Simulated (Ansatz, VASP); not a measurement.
# Hf2Sc (Hf-Sc-Hf stack, (100) layers): VASP beside Ansatz

One calculation is typed for both programs; each brings its own data sets. How far apart do they land? The structure shown is the start of the Ansatz relaxation below; VASP solves that cell, so the two are compared at the walk's first step. Other levels of theory on this material are compared in a session of their own.

Calculated with Ansatz 0.2.0; plane waves, with VASP 6.6.1 beside it; PBEsol with D4.

### Step 1. Set-up

The cell holds 3 atoms: 2 Hf and 1 Sc. Cell: a = 2.951 Å, b = 2.951 Å, c = 33.087 Å, α = 90.0°, β = 90.0°, γ = 90.0°. It derives from Hf2Sc. Vacuum lies along c.

### Step 2. Ansatz: relaxation, PBEsol with D4

Ansatz runs on its PAW soft_1 files.

The two programs are compared at the cell with which this relaxation starts, whose forces are those of its first step.

input.yaml reads:

```yaml
crystal:
  lattice:
    - [2.9512072824, 0.0, 0.0]
    - [0.0, 2.9512072824, 0.0]
    - [0.0, 0.0, 33.0869768474]
  atoms:
    - { symbol: Hf, position: [0.0, 0.0, 0.1674235106] }
    - { symbol: Sc, position: [0.5, 0.5, 0.2363995066] }
    - { symbol: Hf, position: [0.0, 0.0, 0.3053755025] }
  periodic: [true, true, false]
kpoints:
  mp_grid: { grid: [10, 10, 1] }
hamiltonian:
  xc: pbesol
  dispersion: d4
  pseudopotentials: { kind: paw, azcp: { folder: soft_1 }, xc_functional: pbe }
scf:
  occupations: { method: methfessel_paxton, width: 0.2 }
output:
  forces: true
  stress: true
  eigenvalues: true
  write_density: true
  write_potential: true
  elf: true
  volumetric_format: npy
relax:
  adjacent_minimum: "off"
  f_tol: 0.001
  max_steps: 60
  cell: { stress_2d_tol: 0.002 }
```

Started as:

```sh
> ansatz run input.yaml --threads 8 --pin off --max-ram 20480MiB --backend cpu --events-out ev --progress --plain --runs-dir out
```

Numbers of over 12 decimals in the logs are rounded to 6 here.

The program printed:

```text
Engine: ansatz 0.2.0, aarch64-unknown-linux-gnu
Pseudopotentials: kind: paw
Pseudopotential: Hf, paw, valence charge 26, recommended cutoff 420 eV (normal), soft_1/Hf.paw.azcp
Pseudopotential: Sc, paw, valence charge 11, recommended cutoff 420 eV (normal), soft_1/Sc.paw.azcp
Functional definition: PBEsol
  exchange = pbesol_x
  correlation = pbesol_c
Crystal: 3 atoms, lattice volume = 288.175 Å³
Basis set: ecut = 420 eV, 5507 PW (Γ), exchange–correlation on 40×40×450 points (8 copies of the dense FFT grid, shifted against one another)
Bands: 38, of which v1, the nominal top of the filled ones, is band 32 counted from 1 (31 counted from 0)
Symmetry: 16 space group operations
Space group: P4/mmm (ITA 123), of the structure as read, at distance tolerance 6.6e-5 Å
k-points: 21 of 100
Non-local potential: Hf, projectors of the file, l = 0: 3, l = 1: 2, l = 2: 2, l = 3: 3
Non-local potential: Sc, projectors of the file, l = 0: 3, l = 1: 2, l = 2: 3, l = 3: 1
PAW form: soft (Blöchl's): semilocal exchange-correlation on the pseudo side does not see the compensation charge
PAW frozen core: Hf, regenerated for the run's functional, and the local potential with it (the file was generated under x = pbe(κ = 0.804, μ = 0.219515), c = pbe(β = 0.066725))
PAW frozen core: Sc, regenerated for the run's functional, and the local potential with it (the file was generated under x = pbe(κ = 0.804, μ = 0.219515), c = pbe(β = 0.066725))
PAW one-centre angular grid: Hf, 590 points (default); XC on 64 Gauss nodes
PAW one-centre angular grid: Sc, 590 points (default); XC on 64 Gauss nodes
Initial density: superposition of atomic densities (neutral atoms: chi_scale 0, normalization atom)
Initial wavefunctions: pseudopotential atomic-orbital guess
Functional: x = pbesol(κ = 0.804, μ = 0.123457), c = pbesol(β = 0.046)
SCF iter   1: F=—  HF=-33310.228355 eV  |F-HF|=—  |Δ(HF+E_count)|=         —  Δρ=3.27e-2  dr2=3.65e1  ethr=3.10e-3  ⟨swp⟩=9.8  Hψ=4289  notcnv=0
preconditioner: auto → LDOS  [metal: Δε(μ)=0.065 eV  Ē_g=16.579 eV  σ=0.200 eV  W_gap=0.27  n_scr=22 (ndim 8)  ℏωp=16.5 eV  f_vac=0.720  D(μ)=2.18/eV (n_scr^D=12)  β→1.0]
SCF iter   2: F=—  HF=-33312.295023 eV  |F-HF|=—  |Δ(HF+E_count)|=    2.07e0  S|Δr|=    0.00e0  Δρ=4.06e-2  dr2=7.81e1  ethr=3.10e-3  ⟨swp⟩=11.0  Hψ=3390  notcnv=0  defer=25
SCF iter   3: F=—  HF=-33307.433593 eV  |F-HF|=—  |Δ(HF+E_count)|=    4.86e0  S|Δr|=    0.00e0  Δρ=1.75e-2  dr2=1.20e1  ethr=3.10e-3  ⟨swp⟩=7.9  Hψ=2631  notcnv=0  defer=9
SCF iter   4: F=—  HF=-33306.742130 eV  |F-HF|=—  |Δ(HF+E_count)|=   6.91e-1  S|Δr|=    0.00e0  Δρ=5.78e-3  dr2=9.01e-1  ethr=3.10e-3  ⟨swp⟩=4.6  Hψ=1908  notcnv=0  defer=9
SCF iter   5: F=—  HF=-33306.677987 eV  |F-HF|=—  |Δ(HF+E_count)|=   6.41e-2  S|Δr|=    0.00e0  Δρ=1.94e-3  dr2=2.64e-2  ethr=1.43e-3  ⟨swp⟩=2.5  Hψ=1067  notcnv=0  defer=2
SCF iter   6: F=—  HF=-33306.674044 eV  |F-HF|=—  |Δ(HF+E_count)|=   3.94e-3  S|Δr|=    0.00e0  Δρ=9.31e-4  dr2=5.55e-3  ethr=4.20e-5  ⟨swp⟩=3.1  Hψ=1505  notcnv=0  defer=2
SCF iter   7: F=—  HF=-33306.674015 eV  |F-HF|=—  |Δ(HF+E_count)|=   2.94e-5  S|Δr|=    0.00e0  Δρ=7.56e-4  dr2=9.57e-3  ethr=8.81e-6  ⟨swp⟩=2.7  Hψ=1329  notcnv=0  defer=2
SCF iter   8: F=—  HF=-33306.673572 eV  |F-HF|=—  |Δ(HF+E_count)|=   4.43e-4  S|Δr|=    0.00e0  Δρ=2.79e-4  dr2=1.03e-3  ethr=8.81e-6  ⟨swp⟩=2.1  Hψ=917  notcnv=0  defer=2
SCF iter   9: F=—  HF=-33306.673538 eV  |F-HF|=—  |Δ(HF+E_count)|=   3.40e-5  S|Δr|=    0.00e0  Δρ=1.30e-4  dr2=1.09e-4  ethr=1.64e-6  ⟨swp⟩=3.3  Hψ=1552  notcnv=0  defer=2
SCF iter  10: F=—  HF=-33306.673539 eV  |F-HF|=—  |Δ(HF+E_count)|=   1.82e-6  S|Δr|=    0.00e0  Δρ=5.37e-5  dr2=6.42e-6  ethr=1.74e-7  ⟨swp⟩=3.2  Hψ=1547  notcnv=0  defer=2
SCF iter  11: F=—  HF=-33306.673366 eV  |F-HF|=—  |Δ(HF+E_count)|=   1.74e-4  S|Δr|=    0.00e0  Δρ=2.36e-5  dr2=1.39e-6  ethr=1.02e-8  ⟨swp⟩=3.2  Hψ=1829  notcnv=0  defer=2
SCF iter  12: F=—  HF=-33306.673366 eV  |F-HF|=—  |Δ(HF+E_count)|=   1.66e-7  S|Δr|=    0.00e0  Δρ=4.59e-6  dr2=2.43e-7  ethr=2.21e-9  ⟨swp⟩=3.0  Hψ=1679  notcnv=0  defer=2
SCF iter  13: F=-33306.673366 eV  HF=-33306.673366 eV  |F-HF|=7.21e-9  |Δ(HF+E_count)|=   6.40e-8  S|Δr|=    0.00e0  Δρ=1.96e-6  dr2=1.33e-8  ethr=1.59e-10  ⟨swp⟩=24.8  Hψ=10800  notcnv=0
SCF 1 converged in 13 iterations: F = -33306.673366 eV  dr2 = 1.33e-8
  greatest PAW one-centre occupation: 0.998 electrons in one spin orbital (limit 2), on the Sc atom at site 1 (counted from 0), in its partial waves of l = 0
relax step   1: F+E_penalty+E_count = -33306.67336565 eV  Δ(F+E_penalty+E_count) = +0.000e0 eV  max|allowed force component| = 2.171e-2 eV/Å  Δτ_max = 0.0000 Å  P = -0.554 N/m  Ω = 288.175 Å³  fix = [c, alpha, beta]  reactions: c +0.000 N/m  (13 SCF iters, dr2 threshold 1.00e-7 eV, accepted)
[...]
relax step   4: F+E_penalty+E_count = -33306.67452815 eV  Δ(F+E_penalty+E_count) = -1.066e-6 eV  max|allowed force component| = 2.667e-5 eV/Å  Δτ_max = 0.0002 Å  P = -0.000 N/m  Ω = 286.035 Å³  energy of the carried Pulay correction = +8.055e-5 eV  fix = [c, alpha, beta]  reactions: c +0.000 N/m  (8 SCF iters, dr2 threshold 1.13e-11 eV, accepted)
[...]
relax step   5: F+E_penalty+E_count = -33306.67444502 eV  Δ(F+E_penalty+E_count) = +8.314e-5 eV  max|allowed force component| = 4.672e-5 eV/Å  Δτ_max = 0.0000 Å  P = +0.000 N/m  Ω = 286.035 Å³  fix = [c, alpha, beta]  reactions: c +0.000 N/m  stress off target by 2.19e-4 N/m on what of the cell is left free  SCF on the basis re-selected at this cell (its energy is not comparable with the rows above)  (10 SCF iters)
basis re-selected at this cell: Δ(F+E_penalty+E_count) = +8.314e-5 eV, ΔP = +0.000 N/m vs the last step (what re-selecting the basis moved, of the pressure what is left beyond the Pulay correction that the steps carried, after the strain that the cell walked since its last selection, with what the two solves' SCF thresholds leave and, on support functions, any second-order correction that the steps lacked; it is no m [...]
SCF converged after 10 iterations
Stability not checked: this state was not tested for a lower state beside it, because cold or Methfessel-Paxton smearing, or corrected tetrahedra, fill the levels in a way that the test cannot read (fill_not_monotonic; see scf.lower_state_search)
Free energy (F): -33306.674445 eV
Harris-Foulkes:  -33306.674445 eV  (|F-HF|=1.24e-10)
Internal energy: -33306.685126 eV  (E = F + TS)
E sigma→0 (E₀):  -33306.677115 eV
Entropy (-TS):   0.010681 eV (3.560 meV/atom)
Fermi energy:    -4.203570 eV
--- Per-component energies (eV) ---
  E_band       = -1481.286746
  E_kinetic    = 1033.183161
  E_local      = -257202.186573  (includes V_loc(G=0)·N_el)
  E_nonlocal   = 269.738187
  E_hartree    = 127660.934080
  E_xc         = -614.428689
  E_vxc        = -614.403835  (∫ρ·V_xc dr)
  E_paw        = -16115.256016  (= ΣΔE_a)
  E_vpaw       = -289.486056  (= ΣTr[D̂ρ^β])
  E_aug_tail   = 0.000236  (compensation charges beyond the density's cutoff)
  E_ewald      = 111658.976836
  E_disp       = -0.277487  (pairwise vdW)
  E_core_change = 2.631138  (= ΣΔE_core)
  E_smearing   = 0.010681  (= −TS)
  E_closure    = -0.000000  (closes the sum)
  Σ components = -33306.674445   (vs F -33306.674445, Δ=0.00e0)
--- Forces (eV/Å), atoms counted from 1 ---
  atom   1  Hf     0.00000000     0.00000000    -0.00004672
  atom   2  Sc    -0.00000000    -0.00000000     0.00000000
  atom   3  Hf     0.00000000     0.00000000     0.00004672
  max |Σ_I F_I| component: 1.01e-28 eV/Å
--- 2D stress c σ (N/m, compression-positive) ---
        0.000219       0.000000       0.000000
        0.000000       0.000219       0.000000
        0.000000       0.000000       0.000000
  P = ½ c Tr σ = 0.0002 N/m
--- Band table (eV; the first three rows and the last of 21) ---
  k-point 0: bands = [... 28 lower, -7.0304, -5.6656, -5.3208, -4.2447, -4.1483, -3.3554, -2.6351, -1.5688, ... 2 higher]
  k-point 1: bands = [... 28 lower, -6.8279, -5.4770, -5.1343, -4.2464, -4.0721, -3.2498, -2.8712, -1.7540, ... 2 higher]
  k-point 2: bands = [... 28 lower, -6.3517, -4.9538, -4.6185, -4.3613, -3.9990, -3.3612, -2.9158, -2.0355, ... 2 higher]
  k-point 20: bands = [... 28 lower, -6.0045, -5.2603, -5.2603, -4.1205, -4.1205, -1.4047, -1.0684, -1.0684, ... 2 higher]
--- Relaxed structure (4 steps of the walk, 4 accepted, 1 SCFs on fresh bases) ---
  F+E_penalty+E_count = -33306.67444502 eV   max|allowed force component| = 4.672e-5 eV/Å   (the final SCF, on the basis selected at the relaxed cell)
  cell:  # Å, volume = 286.0353 Å³
    - [2.940230, 0, 0.0]
    - [0, 2.940230, 0.0]
    - [0.0, 0.0, 33.0869768474]
  atoms:
    - { symbol: Hf, position: [0, 0, 0.167364] }
    - { symbol: Sc, position: [0.500000, 0.500000, 0.236400] }
    - { symbol: Hf, position: [0, 0, 0.305435] }
```

### Step 3. VASP: single point, PBEsol with D4, start cell

The same cell, functional, mesh and smearing now go to VASP, with its own data sets.

Lines of VASP's logs that name or quote its potential files are left out, and so is its time.

INCAR reads:

```
SYSTEM = Hf2Sc
PREC = Accurate
ENCUT = 400
EDIFF = 1E-06
NELM = 120
ISMEAR = 1
SIGMA = 0.2
LREAL = .FALSE.
ALGO = Normal
GGA = PS
IVDW = 13
NBANDS = 21
LASPH = .TRUE.
LORBIT = 11
LWAVE = .FALSE.
LCHARG = .FALSE.
ISIF = 2
LDIPOL = .TRUE.
IDIPOL = 3
DIPOL = 0.5 0.5 0.236
LVHAR = .TRUE.
GGA_COMPAT = .FALSE.
NELMDL = -8
KPAR = 2
```

POSCAR reads:

```
Hf2Sc
1.0
    2.9512070000      0.0000000000      0.0000000000
    0.0000000000      2.9512070000      0.0000000000
    0.0000000000      0.0000000000     33.0869770000
Hf Sc
2 1
Direct
    0.0000000000      0.0000000000      0.1674235153
    0.0000000000      0.0000000000      0.3053754956
    0.5000001694      0.5000001694      0.2363995055
```

KPOINTS reads:

```
Automatic mesh
0
Gamma
10 10 1
0 0 0
```

Potentials, in the order of the species: Hf_pv and Sc_sv (PBE family, release 64).

Started as:

```sh
> mpirun -np 2 vasp_std
```

The program printed:

```text
[banner, memory and clock lines left out]
running    2 mpi-ranks, on    1 nodes
 distrk:  each k-point on    1 cores,    2 groups
 distr:  one band on    1 cores,    1 groups

 POSCAR found type information on POSCAR HfSc
 POSCAR found :  2 types and       3 ions
|                                                                             |
|               ----> ADVICE to this user running VASP <----                  |
|                                                                             |
|     You enforced a specific xc type in the INCAR file but a different       |
|     [... a line on the potential file left out ...]
|     I HOPE YOU KNOW WHAT YOU ARE DOING!                                     |
|                                                                             |

 LDA part: xc-table for (Slater+PW92), standard interpolation
 POSCAR, INCAR and KPOINTS ok, starting setup
 FFT: planning ... GRIDC
 FFT: planning ... GRID_SOFT
 FFT: planning ... GRID
 WAVECAR not read
 entering main loop
       N       E                     dE             d eps       ncg     rms          rms(c)
DAV:   1     0.175807134928E+03    0.17581E+03   -0.14980E+04  1354   0.921E+02
DAV:   2    -0.141915570280E+02   -0.19000E+03   -0.18366E+03  1063   0.329E+02
DAV:   3    -0.275330720487E+02   -0.13342E+02   -0.12224E+02  1329   0.758E+01
DAV:   4    -0.284020855711E+02   -0.86901E+00   -0.80078E+00  1217   0.140E+01
DAV:   5    -0.284929454816E+02   -0.90860E-01   -0.88919E-01  1412   0.454E+00
DAV:   6    -0.284946822191E+02   -0.17367E-02   -0.17315E-02  1272   0.476E-01
DAV:   7    -0.284948242836E+02   -0.14206E-03   -0.14199E-03  1404   0.124E-01
DAV:   8    -0.284948263539E+02   -0.20704E-05   -0.20697E-05  1045   0.122E-02    0.526E+01
DAV:   9    -0.258087523393E+02    0.26861E+01   -0.13254E+01  1194   0.161E+01    0.245E+01
DAV:  10    -0.273249231551E+02   -0.15162E+01   -0.17468E+01  1359   0.269E+01    0.130E+01
DAV:  11    -0.259768472416E+02    0.13481E+01   -0.36823E+01  1407   0.460E+01    0.775E+00
DAV:  12    -0.251550011958E+02    0.82185E+00   -0.39653E+00  1383   0.103E+01    0.322E+00
DAV:  13    -0.250634527635E+02    0.91548E-01   -0.27504E-01  1300   0.309E+00    0.200E+00
DAV:  14    -0.250392359274E+02    0.24217E-01   -0.38117E-02  1412   0.117E+00    0.164E+00
[...]
DAV:  19    -0.250146997716E+02    0.55011E-03   -0.29060E-03  1316   0.431E-01    0.561E-02
DAV:  20    -0.250150935356E+02   -0.39376E-03   -0.20288E-04  1330   0.863E-02    0.280E-02
DAV:  21    -0.250154244616E+02   -0.33093E-03   -0.56549E-05  1133   0.347E-02    0.374E-02
DAV:  22    -0.250155175243E+02   -0.93063E-04   -0.28004E-05  1261   0.458E-02    0.891E-03
DAV:  23    -0.250155670025E+02   -0.49478E-04   -0.16217E-05  1332   0.293E-02    0.193E-02
DAV:  24    -0.250156079347E+02   -0.40932E-04   -0.70533E-06  1098   0.190E-02    0.581E-03
DAV:  25    -0.250156176665E+02   -0.97318E-05   -0.99172E-07   823   0.989E-03    0.192E-03
DAV:  26    -0.250156176439E+02    0.22605E-07   -0.19509E-07   671   0.430E-03
   1 F= -.25290929E+02 E0= -.25294400E+02  d E =0.104131E-01
```

OUTCAR, selected parts (step 3):

```text
ion  position               nearest neighbor table
   1  0.000  0.000  0.167-   3 3.09   3 3.09   3 3.09   3 3.09
   2  0.000  0.000  0.305-   3 3.09   3 3.09   3 3.09   3 3.09
   3  0.500  0.500  0.236-   2 3.09   1 3.09   2 3.09   2 3.09   1 3.09   1 3.09   2 3.09   1 3.09

  LATTYP: Found a simple tetragonal cell.
 ALAT       =     2.9512070000
 C/A-ratio  =    11.2113372596

 Subroutine GETGRP returns: Found 16 space group operations
 (whereof  8 operations were pure point group operations)

The static configuration has the point symmetry C_4v.
 The point group associated with its full space group is D_4h.

 Found     21 irreducible k-points:

   k-points           NKPTS =     21   k-points in BZ     NKDIM =     21   number of bands    NBANDS=     21

   dimension x,y,z NGX =    20 NGY =   20 NGZ =  216
   dimension x,y,z NGXF=    40 NGYF=   40 NGZF=  432

   ENCUT  =  400.0 eV  29.40 Ry    5.42 a.u.   4.81  4.81 53.96*2*pi/ulx,y,z

   NELECT =      31.0000    total number of electrons

 k-points in reciprocal lattice and weights: Automatic mesh
   0.00000000  0.00000000  0.00000000       0.010
   0.10000000  0.00000000  0.00000000       0.040
   0.20000000  0.00000000  0.00000000       0.040
   0.30000000  0.00000000  0.00000000       0.040
   0.40000000  0.00000000  0.00000000       0.040
   0.50000000  0.00000000  0.00000000       0.020
   0.10000000  0.10000000  0.00000000       0.040
   0.20000000  0.10000000  0.00000000       0.080
   0.30000000  0.10000000  0.00000000       0.080
[...]
0.50000000  0.40000000  0.00000000       0.040
   0.50000000  0.50000000  0.00000000       0.010

 dipolmoment           0.000000      0.000000     -0.000046 electrons x Angstroem

 average (electrostatic) potential at core
       1 -43.9968       2 -43.9969       3 -51.9172

 E-fermi :  -2.1474

 k-point     1 :       0.0000    0.0000    0.0000
  band No.  band energies     occupation
    ...
     12      -7.1451      2.00000
     13      -4.9556      2.00000
     14      -3.5882      2.00000
     15      -3.2345      2.00000
     16      -2.1898      1.34999
     17      -2.0842      0.49392
     18      -1.2824     -0.00000
     19      -0.5559     -0.00000
     20       0.4716     -0.00000
     21       0.4722     -0.00000

 k-point     2 :       0.1000    0.0000    0.0000
  band No.  band energies     occupation
    ...
     12      -6.8854      2.00000
     13      -4.7556      2.00000
     14      -3.4044      2.00000
     15      -3.0532      2.00000
     16      -2.1916      1.36420
     17      -2.0098      0.08891
     18      -1.1805     -0.00000
     19      -0.7925     -0.00000
     20       0.2767     -0.00000
     21       0.3659     -0.00000

 k-point     3 :       0.2000    0.0000    0.0000
  band No.  band energies     occupation
    ...
     12      -6.2239      2.00000
     13      -4.2840      2.00000
     14      -2.8955      2.00000
     15      -2.5507      2.01514
     16      -2.3028      1.96799
     17      -1.9403     -0.05687
     18      -1.2797     -0.00000
     19      -0.8533     -0.00000
     20       0.0006     -0.00000
     21       0.2226     -0.00000

  DFT-D4 for vdW energy calculation

  Edisp (eV):   -0.27531

  Total      -0.41656    -0.41656    -0.16135     0.00000     0.00000    -0.00000
  in kB      -2.31595    -2.31595    -0.89705     0.00000     0.00000    -0.00000
  external pressure =       -1.84 kB  Pullay stress =        0.00 kB

  energy-cutoff  :      400.00
  volume of cell :      288.18
      direct lattice vectors                 reciprocal lattice vectors
     2.951207000  0.000000000  0.000000000     0.338844412  0.000000000  0.000000000
     0.000000000  2.951207000  0.000000000     0.000000000  0.338844412  0.000000000
     0.000000000  0.000000000 33.086977000     0.000000000  0.000000000  0.030223372

 POSITION                                       TOTAL-FORCE (eV/Angst)
 -----------------------------------------------------------------------------------
      0.00000      0.00000      5.53954         0.000000      0.000000      0.026661
      0.00000      0.00000     10.10395         0.000000      0.000000     -0.026661
      1.47560      1.47560      7.82175         0.000000     -0.000000     -0.000000
 -----------------------------------------------------------------------------------
    total drift:                               -0.000512     -0.000512     -0.000393

  FREE ENERGIE OF THE ION-ELECTRON SYSTEM (eV)
  ---------------------------------------------------
  free  energy   TOTEN  =       -25.2909287149 eV

  energy  without entropy=      -25.3013417947  energy(sigma->0) =      -25.29439974

 vacuum level on the upper side and lower side of the slab         2.048         2.048

 total charge
# of ion       s       p       d       tot
------------------------------------------
    1        0.423   6.218   1.668   8.308
    2        0.423   6.218   1.668   8.308
    3        2.307   6.168   1.170   9.645
--------------------------------------------------
tot          3.153  18.603   4.505  26.261

[... 3 further parts left out ...]
```

The run ends at a pressure of -0.18 GPa, with forces up to 0.027 eV/Å.

### Step 4. Side by side

Known differences besides the potentials themselves: Ansatz cuts the interaction across the vacuum, VASP repeats the sheet with a dipole correction (LDIPOL); the data sets hold 63 valence electrons in Ansatz (on its PAW soft_1 files) and 31 in VASP; the cutoff is 420 eV in Ansatz and 400 eV in VASP; Ansatz makes its cores anew for this functional, VASP keeps those of its PBE data sets. Total energies have different zeros and are not compared.

The largest component of a force difference here is 5 meV/Å. Where the cell holds vacuum, a pressure given here is an average over it and none of the material.

### Step 5. Summary of results

| Item | Value |
| --- | --- |
| r.m.s. force difference (single point, PBEsol with D4, start cell) | 2.3 meV/Å |

The r.m.s. force difference is 2.3 meV/Å (single point, PBEsol with D4, start cell), within the 12 meV/Å picked in this series as the mark of a large difference. The data sets hold unlike numbers of valence electrons (63 in Ansatz and 31 in VASP), so part of the differences may come from the potentials. 6 further pairs of this series are not shown here. How closely two codes agree says nothing of how well the functional describes the real material.

[Lines on the potential files, build, host, timing and source positions are cut from VASP's logs without a mark.]

[Logs are printed without paths, hosts, clocks, repeated set-up lines and the standing remarks that a program may print on its own settings, such as how far it seeks lower states.]

[Hosts, paths, dates, database ids (printed as entryN), source tags and the programs' standing remarks are cut or masked in the printed files.]
